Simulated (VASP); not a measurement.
# Ta: single point with PBE

Crystal: Ta.

```
CELL_PARAMETERS angstrom
-1.70736 1.70736 1.70736
1.70736 -1.70736 1.70736
1.70736 1.70736 -1.70736
ATOMIC_POSITIONS crystal
Ta 0.00000 0.00000 0.00000
```

The cell isn't the ideal one: a relaxed cell with its volume scaled by 1.09.

```
Program             : VASP 6.6.1
Task                : single point
Functional          : PBE
Potentials or basis : VASP PAW PBE potentials, release 64 (Ta_pv)
Cutoff              : 520 eV
k mesh              : 18 × 18 × 18
Occupations         : gaussian, width 0.1 eV
Spin                : non-collinear spin, zero start, spin-orbit coupling
Starting moments    : [[0.0, 0.0, 0.0]] μB
```

* Pressure: -14.1 GPa
* Net moment: 0.00 μB per cell
* Valence electrons inside the program's atomic spheres: Ta 8.77

Moments on the atoms (μB; x, y, z):
```
Ta  0.00 0.00 0.00
```

It took 21 s on 4 MPI ranks on Intel(R) Xeon(R) Platinum 8559C (Emerald Rapids), with other jobs on the host, peak memory 0.26 GiB a rank.
